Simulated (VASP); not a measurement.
Input:

```
CELL_PARAMETERS angstrom
      4.01076     0.00000     0.00000
     -2.00538     3.47342     0.00000
      0.00000     0.00000     6.72099
ATOMIC_POSITIONS crystal
  Zn 0.33333 0.66667 0.98897
  Cd 0.00000 0.00000 0.51928
  Se 0.33333 0.66667 0.35124
  S  0.00000 0.00000 0.89249
```

Computed with PBEsol GGA, VASP's PBE PAW potentials (set 64) (plane waves; VASP). Run with 400 eV cut-off, 7×7×4 Γ-centred mesh, tetrahedra with Blöchl corrections, potentials Zn Cd Se S.

The cores are frozen, which limits the accuracy of field gradients.

Task: Give the principal components of the electric field gradient (V/Å²) and the asymmetry η at each nucleus.

Result: 
```csv
atom,Vxx,Vyy,Vzz,η
Zn1,0.8,0.8,-1.6,0.01
Cd2,9.3,9.3,-18.6,0.00
Se3,-45.2,-45.2,90.4,0.00
S4,8.2,8.2,-16.4,0.00
```

The structure comes from a computed database's ZnCdSeS entry (P3m1); how it stands against other phases isn't given here. It was relaxed first, which changed the volume by -6 %.
